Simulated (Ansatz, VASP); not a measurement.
# Cross-check of NiTe2 (Melonite) between VASP and Ansatz, part 2 of 2

Aim: how closely do two programs agree when they are given the same cell, functional and k mesh? The cell is taken from a series of runs on this material, whose earlier steps may have relaxed, scaled, displaced or heated it; both programs get it as it stands.

VASP 6.6.1 and Ansatz 0.2.0.

So far: Set-up; VASP: relaxation of cell and atoms, PBEsol, spin-orbit coupling.

## (3) Ansatz: relaxation of cell and atoms, PBEsol, spin-orbit coupling

Level of this step: Ansatz beside VASP: Kohn-Sham DFT, plane waves, PBEsol, spin-orbit coupling (Ansatz).

Ansatz runs on its PAW fully relativistic soft_1 files.

The same cell, functional, mesh and smearing now go to Ansatz, which takes its cutoff from its data sets.

File input.yaml:

```yaml
crystal:
  lattice:
    - [3.8319245284, 0.0, 0.0]
    - [-1.9159622642, 3.3185439869, 0.0]
    - [0.0, 0.0, 5.1484694098]
  atoms:
    - { symbol: Ni, position: [0.0, 0.0, 0.0] }
    - { symbol: Te, position: [0.3333333333, 0.6666666667, 0.2512957302] }
    - { symbol: Te, position: [0.6666666667, 0.3333333333, 0.7487042698] }
kpoints:
  mp_grid: { grid: [15, 15, 10] }
hamiltonian:
  xc: pbesol
  pseudopotentials: { kind: paw_fr, azcp: { folder: soft_1 }, xc_functional: pbe }
scf:
  occupations: { method: fermi_dirac, width: 0.15 }
output:
  forces: true
  stress: true
  eigenvalues: true
magnetization:
  noncollinear: true
  spin_orbit: true
relax:
  adjacent_minimum: "off"
  f_tol: 0.001
  max_steps: 60
  cell: { stress_tol: 0.01 }
```

Run with:

```
ansatz run input.yaml --threads 4 --pin off --max-ram 15360MiB --backend cpu --events-out ev --progress --plain --runs-dir out
```

Numbers of over 12 decimals in the logs are rounded to 6 here.

The program printed:

```text
band count auto-derived: 62 (N_el = 50.0; filled up to band 50; 60 by the electrons, moments and atoms)
Engine: ansatz 0.2.0, x86_64-unknown-linux-gnu
Pseudopotentials: kind: paw_fr
Pseudopotential: Ni, paw, valence charge 18, recommended cutoff 420 eV (normal), soft_1/Ni.paw.azcp
Pseudopotential: Te, paw, valence charge 16, recommended cutoff 420 eV (normal), soft_1/Te.paw.azcp
Functional definition: PBEsol
  exchange = pbesol_x
  correlation = pbesol_c
non-collinear run that drives no moment, with spin-orbit: no starting moment large enough to seed its density (crystal.atoms[].spin), no starting occupations that ask for one, no magnetisation constraint and no magnetic field, so the semilocal B_xc is pinned to zero
Crystal: 3 atoms, lattice volume = 65.470 Å³
Basis set: ecut = 420 eV, 1277 PW (Γ), exchange–correlation on 54×54×72 points (8 copies of the dense FFT grid, shifted against one another)
Bands: 62, of which v1, the nominal top of the filled ones, is band 50 counted from 1 (49 counted from 0)
Symmetry: 12 space group operations + 12 with time reversal
Magnetic group: BNS 164.86 (UNI 1316), of the structure as read, at distance tolerance 4.0e-5 Å
k-points: 238 of 2250
Projection manifold: j_resolved (fully-relativistic pseudo-atomic orbitals)
Non-local potential: Ni, projectors of the file, resolved by j, l = 0: 3, l = 1: 4, l = 2: 6, l = 3: 2
Non-local potential: Te, projectors of the file, resolved by j, l = 0: 2, l = 1: 4, l = 2: 4, l = 3: 2
PAW form: soft (Blöchl's): semilocal exchange-correlation on the pseudo side does not see the compensation charge
PAW frozen core: Ni, regenerated for the run's functional, and the local potential with it (the file was generated under x = pbe(κ = 0.804, μ = 0.219515), c = pbe(β = 0.066725))
PAW frozen core: Te, regenerated for the run's functional, and the local potential with it (the file was generated under x = pbe(κ = 0.804, μ = 0.219515), c = pbe(β = 0.066725))
PAW one-centre angular grid: Ni, 590 points (default); XC on 64 Gauss nodes
PAW one-centre angular grid: Te, 590 points (default); XC on 64 Gauss nodes
Initial density: superposition of atomic densities (chi_scale 0.1, normalization cell, long waves kept (reshape's long-wave potential 0.01 eV rms))
Initial wavefunctions: pseudopotential atomic-orbital guess
Functional: x = pbesol(κ = 0.804, μ = 0.123457), c = pbesol(β = 0.046)
SCF iter   1: F=—  HF=-19618.466377 eV  |F-HF|=—  |Δ(HF+E_count)|=         —  Δρ=1.91e-1  dr2=2.48e1  dr2_m=0.00e0 (ungated)  ethr=3.10e-3  |M|=0.00e0 ∫|m|=0.00e0 μB  |m|>n=0.0e0 m-floor=0.0e0 τ_xc=0.0e0  β_m=0.30  ⟨swp⟩=9.3  Hψ=38783  notcnv=0  defer=342
preconditioner: auto → Kerker (q_TF=auto, 2.608 Å⁻¹)  [metal: Δε(μ)=0.014 eV  Ē_g=10.270 eV  σ=0.150 eV  W_gap=0.02  n_scr=22 (ndim 8)  ℏωp=21.5 eV  f_vac=0.001  D(μ)=1.46/eV (n_scr^D=8)]
[...]
SCF converged after 9 iterations
Magnetization: |M| = 0.0000 μB,  M = (+0.0000, +0.0000, +0.0000) μB
Absolute magnetization: 0.0000 μB (∫|m|)
  site 0: m = (+0.0000, +0.0000, +0.0000) μB, |m| = 0.0000 μB  (R = 1.06 Å)
  site 1: m = (+0.0000, +0.0000, +0.0000) μB, |m| = 0.0000 μB  (R = 1.06 Å)
  site 2: m = (+0.0000, +0.0000, +0.0000) μB, |m| = 0.0000 μB  (R = 1.06 Å)
Free energy (F): -19614.641678 eV
Harris-Foulkes:  -19614.641678 eV  (|F-HF|=3.64e-12)
Internal energy: -19614.521215 eV  (E = F + TS)
E sigma→0 (E₀):  -19614.581447 eV
Entropy (-TS):   -0.120463 eV (-40.154 meV/atom)
Fermi energy:    12.755245 eV
--- Per-component energies (eV) ---
  E_band       = -794.492298
  E_kinetic    = 688.847576
  E_local      = -6934.750723  (includes V_loc(G=0)·N_el)
  E_nonlocal   = 22.180390
  E_hartree    = 3585.734172
  E_xc         = -357.051479
  E_vxc        = -351.593921  (∫ρ·V_xc dr)
  E_paw        = -10815.930950  (= ΣΔE_a)
  E_vpaw       = -1390.645011  (= ΣTr[D̂ρ^β])
  E_aug_tail   = 0.001078  (compensation charges beyond the density's cutoff)
  E_ewald      = -5804.506222
  E_core_change = 0.954943  (= ΣΔE_core)
  E_smearing   = -0.120463  (= −TS)
  E_closure    = 0.000000  (closes the sum)
  Σ components = -19614.641678   (vs F -19614.641678, Δ=0.00e0)
--- Forces (eV/Å), atoms counted from 1 ---
  atom   1  Ni    -0.00000000     0.00000000     0.00000000
  atom   2  Te     0.00000000    -0.00000000     0.00011140
  atom   3  Te    -0.00000000     0.00000000    -0.00011140
  max |Σ_I F_I| component: 1.16e-18 eV/Å
--- Stress (GPa, compression-positive) ---
        0.000622      -0.000000      -0.000000
       -0.000000       0.000622      -0.000000
       -0.000000      -0.000000       0.000972
  P = ⅓ Tr σ = 0.0007 GPa (0.007 kbar)
--- Band table (eV; the first three rows and the last of 238) ---
  k-point 0: bands = [... 46 lower, 13.3860, 13.3860, 13.4989, 13.4989, 13.8882, 13.8882, 15.3183, 15.3183, ... 8 higher]
  k-point 1: bands = [... 46 lower, 13.2853, 13.2853, 13.5786, 13.5786, 14.0095, 14.0095, 15.0484, 15.0484, ... 8 higher]
  k-point 2: bands = [... 46 lower, 13.1100, 13.1100, 13.7241, 13.7241, 14.2425, 14.2425, 14.4084, 14.4084, ... 8 higher]
  k-point 237: bands = [... 46 lower, 10.9507, 10.9507, 11.0158, 11.0158, 14.8552, 14.8552, 15.1170, 15.1170, ... 8 higher]
--- Relaxed structure (5 steps of the walk, 4 accepted, 1 SCFs on fresh bases) ---
  F+E_penalty+E_count = -19614.64167810 eV   max|allowed force component| = 1.114e-4 eV/Å   (the final SCF, on the basis selected at the relaxed cell)
  cell:  # Å, volume = 65.8994 Å³
    - [3.825815, 0, 4.018969290742285e-18]
    - [-1.912907, 3.313253, -2.0094846453711476e-18]
    - [5.399777657207286e-18, 0, 5.198799]
  atoms:
    - { symbol: Ni, position: [0, 0, 0] }
    - { symbol: Te, position: [0.333333, 0.666667, 0.250667] }
    - { symbol: Te, position: [0.666667, 0.333333, 0.749333] }
```

## (4) Side by side

Known differences besides the potentials themselves: spin-orbit coupling enters by fully relativistic files in Ansatz and inside the spheres in VASP; the data sets hold 50 valence electrons in Ansatz (on its PAW fully relativistic soft_1 files) and 22 in VASP; the cutoff is 420 eV in Ansatz and 600 eV in VASP; Ansatz makes its cores anew for this functional, VASP keeps those of its PBE data sets. Total energies have different zeros and are not compared.

Compared:

```
                                         quantity  Ansatz   VASP  difference
                                      volume (Å³)   65.90  65.82     +0.13 %
edge a after relaxation, in the typed setting (Å)   3.826  3.827     -0.04 %
edge c after relaxation, in the typed setting (Å)   5.199  5.188     +0.21 %
```

## (5) What came out

| Item | Value |
| --- | --- |
| difference in edge c after relaxation, in the typed setting (relaxation of cell and atoms, PBEsol, spin-orbit coupling) | 0.21 % |

**Reading.** The difference in edge c after relaxation, in the typed setting is 0.21 % (relaxation of cell and atoms, PBEsol, spin-orbit coupling), within the 1.2 % picked in this series as the mark of a large difference, as far as the stopping tolerances let one tell. The data sets hold unlike numbers of valence electrons (50 in Ansatz and 22 in VASP), so part of the differences comes from the potentials. How closely two codes agree says nothing of how well the functional describes the real material.

[Lines on the potential files, build, host, timing and source positions are cut from VASP's logs without a mark.]

[Logs are printed without paths, hosts, clocks, repeated set-up lines and the standing remarks that a program may print on its own settings, such as how far it seeks lower states.]

[Hosts, paths, dates, database ids (printed as entryN), source tags and the programs' standing remarks are cut or masked in the printed files.]
